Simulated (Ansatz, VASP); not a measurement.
# Cross-check of LiZn13 (LiZn13 (Fm-3c)) between VASP and Ansatz, part 2 of 2

One calculation is typed for both programs; each brings its own data sets. How far apart do they land? The structure shown is the end of the Ansatz relaxation below.

VASP 6.6.1 and Ansatz 0.2.0.

So far: Starting point; Ansatz: relaxation, PBEsol.

## 3. VASP: single point, PBEsol

Level of this step: PBEsol; plane waves and PAW (Li_sv, Zn) (VASP).

The same cell, functional, mesh and smearing now go to VASP, with its own data sets.

Lines of VASP's logs that name or quote its potential files are left out, and so is its time.

Contents of INCAR:

```
SYSTEM = LiZn13
PREC = Accurate
ENCUT = 750
EDIFF = 1E-06
NELM = 120
ISMEAR = -1
SIGMA = 0.05
LREAL = .FALSE.
ALGO = Normal
GGA = PS
NBANDS = 184
LORBIT = 11
LWAVE = .FALSE.
LCHARG = .FALSE.
ISIF = 2
LASPH = .TRUE.
GGA_COMPAT = .FALSE.
KPAR = 4
```

Contents of POSCAR:

```
LiZn13
1.0
    0.0000000000      5.9873705077      5.9873705077
    5.9873705077      0.0000000000      5.9873705077
    5.9873705077      5.9873705077      0.0000000000
Li Zn
2 26
Direct
    0.2500000000      0.2500000000      0.2500000000
    0.7500000000      0.7500000000      0.7500000000
    0.5000000000      0.5000000000      0.5000000000
    0.0000000000      0.0000000000      0.0000000000
    0.9388943891      0.0611056109      0.3003207904
    0.3003207904      0.6996792096      0.9388943891
    0.0611056109      0.9388943891      0.6996792096
    0.6996792096      0.3003207904      0.0611056109
    0.4388943891      0.1996792096      0.8003207904
    0.8003207904      0.5611056109      0.4388943891
    0.1996792096      0.4388943891      0.5611056109
    0.5611056109      0.8003207904      0.1996792096
    0.3003207904      0.9388943891      0.0611056109
    0.9388943891      0.3003207904      0.6996792096
    0.6996792096      0.0611056109      0.9388943891
    0.0611056109      0.6996792096      0.3003207904
    0.8003207904      0.4388943891      0.1996792096
    0.4388943891      0.8003207904      0.5611056109
    0.5611056109      0.1996792096      0.4388943891
    0.1996792096      0.5611056109      0.8003207904
    0.0611056109      0.3003207904      0.9388943891
    0.6996792096      0.9388943891      0.3003207904
    0.9388943891      0.6996792096      0.0611056109
    0.3003207904      0.0611056109      0.6996792096
    0.1996792096      0.8003207904      0.4388943891
    0.5611056109      0.4388943891      0.8003207904
    0.4388943891      0.5611056109      0.1996792096
    0.8003207904      0.1996792096      0.5611056109
```

Contents of KPOINTS:

```
Automatic mesh
0
Gamma
6 6 6
0 0 0
```

The projector-augmented-wave data sets are Li_sv and Zn (PBE family, release 64).

Command:

```bash
> mpirun -np 4 vasp_std
```

Numbers of over 12 decimals in the logs are rounded to 6 here.

The program printed:

```text
[banner, memory and clock lines left out]
running    4 mpi-ranks, on    1 nodes
 distrk:  each k-point on    1 cores,    4 groups
 distr:  one band on    1 cores,    1 groups

 POSCAR found type information on POSCAR LiZn
 POSCAR found :  2 types and      28 ions
|                                                                             |
|               ----> ADVICE to this user running VASP <----                  |
|                                                                             |
|     You have a (more or less) 'large supercell' and for larger cells it     |
|     might be more efficient to use real-space projection operators.         |
|     Therefore, try LREAL= Auto in the INCAR file.                           |
|     Mind: For very accurate calculation, you might also keep the            |
|     reciprocal projection scheme (i.e. LREAL=.FALSE.).                      |
|                                                                             |

|                                                                             |
|               ----> ADVICE to this user running VASP <----                  |
|                                                                             |
|     You enforced a specific xc type in the INCAR file but a different       |
|     [... a line on the potential file left out ...]
|     I HOPE YOU KNOW WHAT YOU ARE DOING!                                     |
|                                                                             |

 LDA part: xc-table for (Slater+PW92), standard interpolation
 POSCAR, INCAR and KPOINTS ok, starting setup
 FFT: planning ... GRIDC
 FFT: planning ... GRID_SOFT
 FFT: planning ... GRID
 WAVECAR not read
 entering main loop
       N       E                     dE             d eps       ncg     rms          rms(c)
DAV:   1     0.368642296335E+04    0.36864E+04   -0.17576E+05  5888   0.340E+03
DAV:   2     0.515471012940E+03   -0.31710E+04   -0.31001E+04  5888   0.819E+02
DAV:   3    -0.100350709375E+02   -0.52551E+03   -0.50320E+03  5896   0.258E+02
DAV:   4    -0.496438809901E+02   -0.39609E+02   -0.38817E+02  6520   0.725E+01
DAV:   5    -0.511655342140E+02   -0.15217E+01   -0.14877E+01  9096   0.932E+00    0.179E+01
DAV:   6    -0.465487545178E+02    0.46168E+01   -0.27730E+01  6880   0.363E+01    0.125E+01
DAV:   7    -0.463902797750E+02    0.15847E+00   -0.15927E+00  6352   0.851E+00    0.654E+00
DAV:   8    -0.462980983118E+02    0.92181E-01   -0.27912E-01  6640   0.849E+00    0.117E+00
DAV:   9    -0.462856851003E+02    0.12413E-01   -0.66454E-02  6616   0.418E+00    0.292E-01
DAV:  10    -0.462852443672E+02    0.44073E-03   -0.29476E-02  8488   0.126E+00    0.124E-01
DAV:  11    -0.462859494243E+02   -0.70506E-03   -0.91852E-03  6328   0.871E-01    0.824E-02
DAV:  12    -0.462860016679E+02   -0.52244E-04   -0.93761E-04  6656   0.356E-01    0.427E-02
DAV:  13    -0.462859811942E+02    0.20474E-04   -0.28063E-04  6848   0.269E-01    0.116E-02
DAV:  14    -0.462859871788E+02   -0.59847E-05   -0.88075E-05  6600   0.345E-02    0.106E-02
DAV:  15    -0.462859871383E+02    0.40513E-07   -0.14553E-06  4224   0.406E-03
   1 F= -.46285987E+02 E0= -.46273392E+02  d E =-.251908E-01
```

From OUTCAR (step 3):

```text
ion  position               nearest neighbor table
   1  0.250  0.250  0.250-
   2  0.750  0.750  0.750-
   3  0.500  0.500  0.500-   9 2.60  10 2.60  11 2.60  12 2.60  17 2.60  18 2.60  19 2.60  20 2.60
                            25 2.60  26 2.60  27 2.60  28 2.60
   4  0.000  0.000  0.000-   5 2.60   6 2.60   7 2.60   8 2.60  13 2.60  14 2.60  15 2.60  16 2.60
                            21 2.60  22 2.60  23 2.60  24 2.60
   5  0.939  0.061  0.300-  25 2.50  28 2.50   4 2.60  17 2.62  19 2.62  21 2.70  22 2.70  13 2.70
                            16 2.70   8 2.86
   6  0.300  0.700  0.939-  26 2.50  27 2.50   4 2.60  18 2.62  20 2.62  23 2.70  24 2.70  13 2.70
                            16 2.70   7 2.86
   7  0.061  0.939  0.700-  25 2.50  28 2.50   4 2.60  18 2.62  20 2.62  23 2.70  24 2.70  14 2.70
                            15 2.70   6 2.86
   8  0.700  0.300  0.061-  26 2.50  27 2.50   4 2.60  17 2.62  19 2.62  21 2.70  22 2.70  14 2.70
                            15 2.70   5 2.86
   9  0.439  0.200  0.800-  13 2.50  15 2.50   3 2.60  21 2.62  24 2.62  19 2.70  20 2.70  26 2.70
                            28 2.70  11 2.86
  10  0.800  0.561  0.439-  14 2.50  16 2.50   3 2.60  22 2.62  23 2.62  17 2.70  18 2.70  26 2.70
                            28 2.70  12 2.86
  11  0.200  0.439  0.561-  14 2.50  16 2.50   3 2.60  21 2.62  24 2.62  19 2.70  20 2.70  25 2.70
                            27 2.70   9 2.86
  12  0.561  0.800  0.200-  13 2.50  15 2.50   3 2.60  22 2.62  23 2.62  17 2.70  18 2.70  25 2.70
                            27 2.70  10 2.86
  13  0.300  0.939  0.061-   9 2.50  12 2.50   4 2.60  25 2.62  27 2.62  21 2.70  24 2.70   5 2.70
                             6 2.70  16 2.86
  14  0.939  0.300  0.700-  10 2.50  11 2.50   4 2.60  26 2.62  28 2.62  21 2.70  24 2.70   7 2.70
                             8 2.70  15 2.86
  15  0.700  0.061  0.939-   9 2.50  12 2.50   4 2.60  26 2.62  28 2.62  22 2.70  23 2.70   7 2.70
                             8 2.70  14 2.86
  16  0.061  0.700  0.300-  10 2.50  11 2.50   4 2.60  25 2.62  27 2.62  22 2.70  23 2.70   5 2.70
                             6 2.70  13 2.86
  17  0.800  0.439  0.200-  21 2.50  23 2.50   3 2.60   5 2.62   8 2.62  10 2.70  12 2.70  27 2.70
                            28 2.70  19 2.86
  18  0.439  0.800  0.561-  22 2.50  24 2.50   3 2.60   6 2.62   7 2.62  10 2.70  12 2.70  25 2.70
                            26 2.70  20 2.86
  19  0.561  0.200  0.439-  22 2.50  24 2.50   3 2.60   5 2.62   8 2.62   9 2.70  11 2.70  27 2.70
                            28 2.70  17 2.86
  20  0.200  0.561  0.800-  21 2.50  23 2.50   3 2.60   6 2.62   7 2.62   9 2.70  11 2.70  25 2.70
                            26 2.70  18 2.86
  21  0.061  0.300  0.939-  17 2.50  20 2.50   4 2.60   9 2.62  11 2.62  13 2.70  14 2.70   5 2.70
                             8 2.70  24 2.86
  22  0.700  0.939  0.300-  18 2.50  19 2.50   4 2.60  10 2.62  12 2.62  15 2.70  16 2.70   5 2.70
                             8 2.70  23 2.86
  23  0.939  0.700  0.061-  17 2.50  20 2.50   4 2.60  10 2.62  12 2.62  15 2.70  16 2.70   6 2.70
                             7 2.70  22 2.86
  24  0.300  0.061  0.700-  18 2.50  19 2.50   4 2.60   9 2.62  11 2.62  13 2.70  14 2.70   6 2.70
                             7 2.70  21 2.86
  25  0.200  0.800  0.439-   5 2.50   7 2.50   3 2.60  13 2.62  16 2.62  11 2.70  12 2.70  18 2.70
                            20 2.70  27 2.86
  26  0.561  0.439  0.800-   6 2.50   8 2.50   3 2.60  14 2.62  15 2.62   9 2.70  10 2.70  18 2.70
                            20 2.70  28 2.86
  27  0.439  0.561  0.200-   6 2.50   8 2.50   3 2.60  13 2.62  16 2.62  11 2.70  12 2.70  17 2.70
                            19 2.70  25 2.86
  28  0.800  0.200  0.561-   5 2.50   7 2.50   3 2.60  14 2.62  15 2.62   9 2.70  10 2.70  17 2.70
                            19 2.70  26 2.86

  LATTYP: Found a face centered cubic cell.
 ALAT       =    11.9747410154

 Subroutine GETGRP returns: Found 48 space group operations
 (whereof 24 operations were pure point group operations)

The static configuration has the point symmetry T_h .
 The point group associated with its full space group is O_h .

 Found     16 irreducible k-points:

   k-points           NKPTS =     16   k-points in BZ     NKDIM =     16   number of bands    NBANDS=    184

   dimension x,y,z NGX =    80 NGY =   80 NGZ =   80
   dimension x,y,z NGXF=   160 NGYF=  160 NGZF=  160

   ENCUT  =  750.0 eV  55.12 Ry    7.42 a.u.  18.91 18.91 18.91*2*pi/ulx,y,z

   NELECT =     318.0000    total number of electrons

 k-points in reciprocal lattice and weights: Automatic mesh
   0.00000000  0.00000000  0.00000000       0.005
   0.16666667  0.00000000  0.00000000       0.037
   0.33333333  0.00000000  0.00000000       0.037
   0.50000000  0.00000000  0.00000000       0.019
   0.16666667  0.16666667  0.00000000       0.028
   0.33333333  0.16666667  0.00000000       0.111
   0.50000000  0.16666667  0.00000000       0.111
  -0.33333333  0.16666667  0.00000000       0.111
  -0.16666667  0.16666667  0.00000000       0.056
[...]
-0.33333333  0.33333333  0.16666667       0.111
  -0.33333333  0.50000000  0.16666667       0.056

 average (electrostatic) potential at core
       1 -63.5084       2 -63.5084       3 -37.3159       4 -37.3159       5 -37.0018
       6 -37.0018       7 -37.0018       8 -37.0018       9 -37.0018      10 -37.0018
      11 -37.0018      12 -37.0018      13 -37.0018      14 -37.0018      15 -37.0018
      16 -37.0018      17 -37.0018      18 -37.0018      19 -37.0018      20 -37.0018
      21 -37.0018      22 -37.0018      23 -37.0018      24 -37.0018      25 -37.0018
      26 -37.0018      27 -37.0018      28 -37.0018

 E-fermi :   2.6470

 k-point     1 :       0.0000    0.0000    0.0000
  band No.  band energies     occupation
    ...
    154       1.5859      2.00000
    155       1.5859      2.00000
    156       2.1626      1.99988
    157       2.1626      1.99988
    158       2.1626      1.99988
    159       3.6909      0.00000
    160       3.6909      0.00000
    161       3.6909      0.00000
    162       4.5299      0.00000
    163       4.5299      0.00000
    ...

 k-point     2 :       0.1667    0.0000    0.0000
  band No.  band energies     occupation
    ...
    154       1.8044      2.00000
    155       1.8044      2.00000
    156       2.3219      1.99700
    157       2.3219      1.99700
    158       2.4389      1.96928
    159       3.1009      0.00023
    160       3.6499      0.00000
    161       3.6499      0.00000
    162       3.9424      0.00000
    163       4.0711      0.00000
    ...

 k-point     3 :       0.3333    0.0000    0.0000
  band No.  band energies     occupation
    ...
    155       1.7248      2.00000
    156       2.0625      1.99998
    157       2.0625      1.99998
    158       2.1570      1.99989
    159       2.2528      1.99925
    160       3.0201      0.00115
    161       3.5198      0.00000
    162       3.5198      0.00000
    163       3.5467      0.00000
    164       3.5467      0.00000
    ...

  Total        1.2792086      1.2792086      1.2792086      0.0000000     -0.0000000     -0.0000000
  in kB        4.7743422      4.7743422      4.7743422      0.0000000     -0.0000000     -0.0000000
  external PRESSURE =       4.7743422 kB  Pullay stress =       0.0000000 kB

  energy-cutoff  :      750.00
  volume of cell :      429.28
      direct lattice vectors                 reciprocal lattice vectors
     0.000000000  5.987370508  5.987370508    -0.083509113  0.083509113  0.083509113
     5.987370508  0.000000000  5.987370508     0.083509113 -0.083509113  0.083509113
     5.987370508  5.987370508  0.000000000     0.083509113  0.083509113 -0.083509113

 POSITION                                       TOTAL-FORCE (eV/Angst)
 -----------------------------------------------------------------------------------
      2.99369      2.99369      2.99369         0.000000      0.000000      0.000000
      8.98106      8.98106      8.98106         0.000000      0.000000      0.000000
      5.98737      5.98737      5.98737         0.000000      0.000000      0.000000
      0.00000      0.00000      0.00000         0.000000      0.000000      0.000000
      2.16399      7.41964      5.98737         0.004043      0.009132      0.000000
      9.81075      7.41964      5.98737        -0.004043      0.009132      0.000000
      9.81075      4.55510      5.98737        -0.004043     -0.009132      0.000000
      2.16399      4.55510      5.98737         0.004043     -0.009132      0.000000
      5.98737      7.41964      3.82338         0.000000      0.009132     -0.004043
      5.98737      7.41964      8.15136         0.000000      0.009132      0.004043
      5.98737      4.55510      3.82338         0.000000     -0.009132     -0.004043
      5.98737      4.55510      8.15136         0.000000     -0.009132      0.004043
      5.98737      2.16399      7.41964         0.000000      0.004043      0.009132
      5.98737      9.81075      7.41964         0.000000     -0.004043      0.009132
      5.98737      9.81075      4.55510         0.000000     -0.004043     -0.009132
      5.98737      2.16399      4.55510         0.000000      0.004043     -0.009132
      3.82338      5.98737      7.41964        -0.004043      0.000000      0.009132
      8.15136      5.98737      7.41964         0.004043      0.000000      0.009132
      3.82338      5.98737      4.55510        -0.004043      0.000000     -0.009132
      8.15136      5.98737      4.55510         0.004043      0.000000     -0.009132
      7.41964      5.98737      2.16399         0.009132      0.000000      0.004043
      7.41964      5.98737      9.81075         0.009132      0.000000     -0.004043
      4.55510      5.98737      9.81075        -0.009132      0.000000     -0.004043
      4.55510      5.98737      2.16399        -0.009132      0.000000      0.004043
      7.41964      3.82338      5.98737         0.009132     -0.004043      0.000000
      7.41964      8.15136      5.98737         0.009132      0.004043      0.000000
      4.55510      3.82338      5.98737        -0.009132     -0.004043      0.000000
      4.55510      8.15136      5.98737        -0.009132      0.004043      0.000000
 -----------------------------------------------------------------------------------
    total drift:                                0.000000      0.000000     -0.000000

  FREE ENERGIE OF THE ION-ELECTRON SYSTEM (eV)
  ---------------------------------------------------
  free  energy   TOTEN  =       -46.2859871383 eV

  energy  without entropy=      -46.2607963837  energy(sigma->0) =      -46.27339176

 total charge
# of ion       s       p       d       tot
------------------------------------------
    1        2.000   0.024   0.000   2.023
    2        2.000   0.024   0.000   2.023
    3        0.627   0.601   9.737  10.966
    4        0.627   0.601   9.737  10.966
    5        0.602   0.528   9.717  10.848
    6        0.602   0.528   9.717  10.848
    7        0.602   0.528   9.717  10.848
    8        0.602   0.528   9.717  10.848
    9        0.602   0.528   9.717  10.848
   10        0.602   0.528   9.717  10.848
   11        0.602   0.528   9.717  10.848
   12        0.602   0.528   9.717  10.848
   13        0.602   0.528   9.717  10.848
   14        0.602   0.528   9.717  10.848
   15        0.602   0.528   9.717  10.848
   16        0.602   0.528   9.717  10.848
   17        0.602   0.528   9.717  10.848
   18        0.602   0.528   9.717  10.848
   19        0.602   0.528   9.717  10.848
   20        0.602   0.528   9.717  10.848
   21        0.602   0.528   9.717  10.848
   22        0.602   0.528   9.717  10.848
   23        0.602   0.528   9.717  10.848
   24        0.602   0.528   9.717  10.848
   25        0.602   0.528   9.717  10.848
   26        0.602   0.528   9.717  10.848
   27        0.602   0.528   9.717  10.848
   28        0.602   0.528   9.717  10.848
--------------------------------------------------
tot         19.713  13.930 252.689 286.332

[... 3 further parts left out ...]
```

The run ends at a pressure of 0.48 GPa, with forces up to 0.0100 eV/Å.

## 4. Comparison

Known differences besides the potentials themselves: the cutoff is 420 eV in Ansatz and 750 eV in VASP; Ansatz makes its cores anew for this functional, VASP keeps those of its PBE data sets; Ansatz's pressure holds a Pulay correction, VASP's none. Total energies have different zeros and are not compared.

The two programs side by side:

```tsv
quantity	Ansatz	VASP	difference
pressure (GPa)	0.02	0.48	-0.46
```

At this near-relaxed geometry the largest component of a force difference is 7 meV/Å.

## 5. What came out

```json
{"difference in pressure (single point, PBEsol)": "-0.46 GPa"}
```

The difference in pressure is -0.46 GPa (single point, PBEsol), within the 1 GPa picked in this series as the mark of a large difference. Such differences can come from data sets, numerical settings and the points named under the comparisons, not from the functional's error against experiment.

[Lines on the potential files, build, host, timing and source positions are cut from VASP's logs without a mark.]

[Logs are printed without paths, hosts, clocks, repeated set-up lines and the standing remarks that a program may print on its own settings, such as how far it seeks lower states.]

[Hosts, paths, dates, database ids (printed as entryN), source tags and the programs' standing remarks are cut or masked in the printed files.]
